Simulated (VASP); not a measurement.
# CaAuSe3 (P1) in VASP: single point with PBE

Aim: the single point of CaAuSe3 with PBE.

Everything below comes from runs of VASP 6.6.1. Logs are shortened: lines on timing, memory, paths and dates and some standing lists are left out, and cuts for length are marked.

### 1 The structure

The typed cell holds 10 atoms: a = 3.815 Å, b = 6.607 Å, c = 9.496 Å, α = 89.65°, β = 89.01°, γ = 71.86°.

The cell was built by a generator and needn't be a form met in nature.

### 2 Single point, PBE

The input, INCAR:

```
SYSTEM = CaAuSe3
PREC = Accurate ; ENCUT = 520
EDIFF = 1E-6 ; ISMEAR = -1
SIGMA = 0.1 ; LREAL = .False.
LASPH = .True. ; NELM = 100
ALGO = Fast ; ISIF = 2
LWAVE = .False. ; LCHARG = .False.
GGA = PE ; NBANDS = 50
```

The input, KPOINTS:

```
Automatic mesh
0
Gamma
  5 3 2
  0 0 0.5
```

The input, POSCAR:

```
CaAuSe3
1.0
    3.8149310000     -0.0455350000     -0.0331240000
    1.9815680000     -6.3030240000     -0.0199800000
    0.0817470000     -0.0051830000     -9.4952610000
Ca Au Se
2 2 6
Direct
    0.7530710000      0.5108740000      0.7493500000
    0.2515890000      0.4955170000      0.2477970000
    0.0126240000      0.0055360000      0.9979070000
    0.0024850000      0.9977390000      0.4999740000
    0.3618190000      0.2860210000      0.9412230000
    0.6413670000      0.7114180000      0.4332710000
    0.6375440000      0.7090870000      0.0600370000
    0.3709400000      0.2873560000      0.5626090000
    0.0849310000      0.8278560000      0.7512340000
    0.9072960000      0.1808900000      0.2518290000
```

Potentials or basis: VASP PAW PBE potentials, release 64 (Ca_sv, Au, Se).

The run is started by

```console
> cat potpaw_PBE.64/Ca_sv/POTCAR potpaw_PBE.64/Au/POTCAR potpaw_PBE.64/Se/POTCAR > POTCAR
> mpirun -np 1 vasp_std > vasp.out
```

OUTCAR:

```text
SYSTEM = CaAuSe3
   PREC = Accurate
   ENCUT = 520
   EDIFF = 1E-6
   ISMEAR = -1
   LREAL = .False.
   LASPH = .True.
   NELM = 100
   ISIF = 2
   GGA = PE

 ion  position               nearest neighbor table
   1  0.753  0.511  0.749-   9 2.75   9 2.76   8 2.93   5 2.98
   2  0.252  0.496  0.248-  10 2.71  10 2.78   6 2.89   7 2.92   7 2.95   6 2.96
   3  0.013  0.006  0.998-   9 2.60   7 2.65   5 2.65  10 2.65   5 2.66   7 2.82
   4  0.002  0.998  0.500-   9 2.61  10 2.62   8 2.63   6 2.65   6 2.75   8 2.78
   5  0.362  0.286  0.941-   3 2.65   3 2.66   1 2.98
   6  0.641  0.711  0.433-   4 2.65   4 2.75   2 2.89   2 2.96
   7  0.638  0.709  0.060-   3 2.65   3 2.82   2 2.92   2 2.95
   8  0.371  0.287  0.563-   4 2.63   4 2.78   1 2.93
   9  0.085  0.828  0.751-   3 2.60   4 2.61   1 2.75   1 2.76
  10  0.907  0.181  0.252-   4 2.62   3 2.65   2 2.71   2 2.78

  Warning from LATTYP: Got some problem with cell dimensions!
  Tried to take original basis but could not verify dimensions!
  LATTYP: Found a triclinic cell.
 ALAT       =     3.8153465335
 B/A-ratio  =     1.7090319567
 C/A-ratio  =     2.4887947175
 COS(alpha) =     0.0039124402
 COS(beta)  =     0.0172959556
 COS(gamma) =     0.2697006297

  Lattice vectors:

 A1 = (  -3.8149310000,   0.0455350000,   0.0331240000)
 A2 = (  -1.8333630000,  -6.2574890000,   0.0131440000)
 A3 = (  -0.0817470000,   0.0051830000,   9.4952610000)

Analysis of symmetry for initial positions (statically):
=====================================================================
 Subroutine PRICEL returns:
 Original cell was already a primitive cell.

 Routine SETGRP: Setting up the symmetry group for a
 triclinic supercell.

 Subroutine GETGRP returns: Found  1 space group operations
 (whereof  1 operations were pure point group operations)
 out of a pool of  2 trial point group operations.

The static configuration has the point symmetry C_1 .

Analysis of symmetry for dynamics (positions and initial velocities):
=====================================================================
 Subroutine PRICEL returns:
 Original cell was already a primitive cell.

 Routine SETGRP: Setting up the symmetry group for a
 triclinic supercell.

 Subroutine GETGRP returns: Found  1 space group operations
 (whereof  1 operations were pure point group operations)
 out of a pool of  2 trial point group operations.

The dynamic configuration has the point symmetry C_1 .
[... 111 lines left out ...]
   ISIF   =      2    stress and relaxation
   ISYM   =      2    0-nonsym 1-usesym 2-fastsym
   POTIM  = 0.5000    time-step for ionic-motion
   TEBEG  =    0.0;   TEEND  =   0.0 temperature during run
   PSTRESS=    0.0 pullay stress
   NELECT =      78.0000    total number of electrons
   NUPDOWN=      -1.0000    fix difference up-down
   EMIN   =  10.00;   EMAX   =-10.00  energy-range for DOS
   EFERMI =   0.00;   METHOD = LEGACY
   ISMEAR =    -1;   SIGMA  =   0.10  broadening in eV -4-tet -1-fermi 0-gaus
   EFERMI_NEDOS =   21; number of points for ismear=-14 and -15
   IALGO  =     68    algorithm
   IMIX   =      4    mixing-type and parameters
     AMIX     =   0.40;   BMIX     =  1.00
     AMIX_MAG =   1.60;   BMIX_MAG =  1.00
  volume/ion in A,a.u.               =      22.74       153.49
  Fermi-wavevector in a.u.,A,eV,Ry     =   1.145901  2.165440 17.865677  1.313090
  Thomas-Fermi vector in A             =   2.282588
   LORBIT       =      0    0 simple, 1 ext, 2 COOP (PROOUT), +10 PAW based schemes
   GGA     = PE    functional components
   LHFCALC =     F    Hartree Fock is set to
   AEXX    =    0.0000 exact exchange contribution
   IVDW    =     0    specifies the selected vdW correction
   LEPSILON=     F    determine dielectric tensor
   LRPA    =     F    only Hartree local field effects (RPA)
 non-spin polarized calculation
 RMM-DIIS sequential band-by-band and
  energy-cutoff  :      520.00
  volume of cell :      227.45
 maximum number of plane-waves:      6149
   NGX = 15   NGY = 25   NGZ = 35

 number of electron      78.0000001 magnetization

 Free energy of the ion-electron system (eV)
  ---------------------------------------------------
  ext. energy  EPLUGINS =         0.00000000
  ---------------------------------------------------
  free energy    TOTEN  =       -36.75154764 eV

  energy without entropy =      -36.53919787  energy(sigma->0) =      -36.64537276

 E-fermi :   4.2294     XC(G=0): -10.0065

 val. band max:        4.2196609153   @ k =   0.0000   0.0000   0.2500
 cond. band min:       4.2410196687   @ k =  -0.2000   0.3333   0.2500
 fundamental gap:      0.0213587535
 Fermi energy:         4.2294328543

 k-point     1 :       0.0000    0.0000    0.2500
  band No.  band energies     occupation
      1     -35.6806      2.00000
      2     -35.5585      2.00000
      3     -16.7816      2.00000
      4     -16.7689      2.00000
      5     -16.7018      2.00000
      6     -16.6725      2.00000
[... 784 lines left out ...]
     49       9.4337      0.00000
     50       9.6087      0.00000

------------------------ aborting loop because EDIFF is reached ----------------------------------------

  FORCE on cell =-STRESS in cart. coord.  units (eV):
  Direction    XX          YY          ZZ          XY          YZ          ZX
  --------------------------------------------------------------------------------------
  -------------------------------------------------------------------------------------
  Total        9.1068636      2.3325750      2.4778253      0.3418565     -0.0393309      0.3030479
  in kB       64.1508123     16.4311872     17.4543635      2.4081147     -0.2770557      2.1347380
  external PRESSURE =      32.6787877 kB  Pullay stress =       0.0000000 kB

 VOLUME and BASIS-vectors are now :
 -----------------------------------------------------------------------------
  energy-cutoff  :      520.00
  volume of cell :      227.45
      direct lattice vectors                 reciprocal lattice vectors
     3.814931000 -0.045535000 -0.033124000     0.263134540  0.082718172  0.002220237
     1.981568000 -6.303024000 -0.019980000    -0.001900214 -0.159251625  0.000070568
     0.081747000 -0.005183000 -9.495261000    -0.000913940  0.000046538 -0.105323588

 POSITION                                       TOTAL-FORCE (eV/Angst)
 -----------------------------------------------------------------------------------
      3.94650     -3.25823     -7.15043        -0.044014      0.495270     -0.016729
      1.96195     -3.13600     -2.37113        -0.160851     -0.497995     -0.006053
      0.14071     -0.04064     -9.47592        -0.284582      0.158178     -0.241837
      2.02744     -6.29148     -4.76740         0.078802     -0.089666      0.029785
      2.02403     -1.82415     -8.95486         0.199807     -0.164079     -0.921295
      3.89191     -4.51554     -4.14948        -0.168856     -0.110026     -1.218616
      3.84220     -4.49873     -0.60535         0.104096     -0.159927      1.098800
      2.03052     -1.83102     -5.36015         0.100104      0.057198      1.052900
      2.02587     -5.22576     -7.15252        -0.022649     -0.768850      0.130970
      3.84030     -1.18277     -2.42485         0.198143      1.079897      0.092075
 -----------------------------------------------------------------------------------
    total drift:                                0.000033     -0.000251      0.000233

  FREE ENERGIE OF THE ION-ELECTRON SYSTEM (eV)
  ---------------------------------------------------
  free  energy   TOTEN  =       -36.7515476427 eV

  energy  without entropy=      -36.5391978730  energy(sigma->0) =      -36.64537276
```

OSZICAR:

```text
N       E                     dE             d eps       ncg     rms          rms(c)
DAV:   1     0.587192655304E+03    0.58719E+03   -0.35829E+04  1516   0.142E+03
DAV:   2     0.579416278448E+01   -0.58140E+03   -0.56183E+03  1746   0.337E+02
DAV:   3    -0.398246355841E+02   -0.45619E+02   -0.44221E+02  2060   0.818E+01
[... 13 lines left out ...]
RMM:  17    -0.367515383029E+02   -0.12348E-04   -0.12398E-04  2821   0.289E-02    0.246E-03
RMM:  18    -0.367515438213E+02   -0.55184E-05   -0.51966E-05  2726   0.194E-02    0.270E-03
RMM:  19    -0.367515461671E+02   -0.23458E-05   -0.21943E-05  2430   0.132E-02    0.812E-04
RMM:  20    -0.367515472586E+02   -0.10915E-05   -0.92991E-06  2037   0.981E-03    0.769E-04
RMM:  21    -0.367515476427E+02   -0.38410E-06   -0.42799E-06  1761   0.802E-03
   1 F= -.36751548E+02 E0= -.36645373E+02  d E =-.212350E+00
```

Run time: 4.9 min. Hardware: 1 thread of Intel Xeon Platinum 8375C at 2.90GHz (Ice Lake), shared host; peak memory 0.4 GiB.

Results:

* Free energy: -36.7515 eV
* Pressure: 3.3 GPa
* Largest force: 1.235 eV/Å
* Band gap on the k mesh: none (metal or under the smearing width)

Forces in eV/Å, atoms in the order of the input:
```
Ca  -0.044  0.495 -0.017
Ca  -0.161 -0.498 -0.006
Au  -0.285  0.158 -0.242
Au   0.079 -0.090  0.030
Se   0.200 -0.164 -0.921
Se  -0.169 -0.110 -1.219
Se   0.104 -0.160  1.099
Se   0.100  0.057  1.053
Se  -0.023 -0.769  0.131
Se   0.198  1.080  0.092
```

Stress tensor (GPa, compression positive):
```
 6.42  0.24  0.21
 0.24  1.64 -0.03
 0.21 -0.03  1.75
```

Levels at points of the mesh, in eV from the Fermi level:
```csv
k point,band 35,band 36,band 37,band 38,band 39,band 40,band 41,band 42,band 43,band 44
"(0.00, 0.00, 0.25)",-0.28,-0.20,-0.15,-0.11,-0.07,-0.01,0.30,0.72,2.52,3.31
```

Caveat: forces of over 1 eV/Å show positions far from the minimum, so gaps and moduli don't describe the material at rest. Spin-orbit coupling is left out, which matters for the levels of Au.
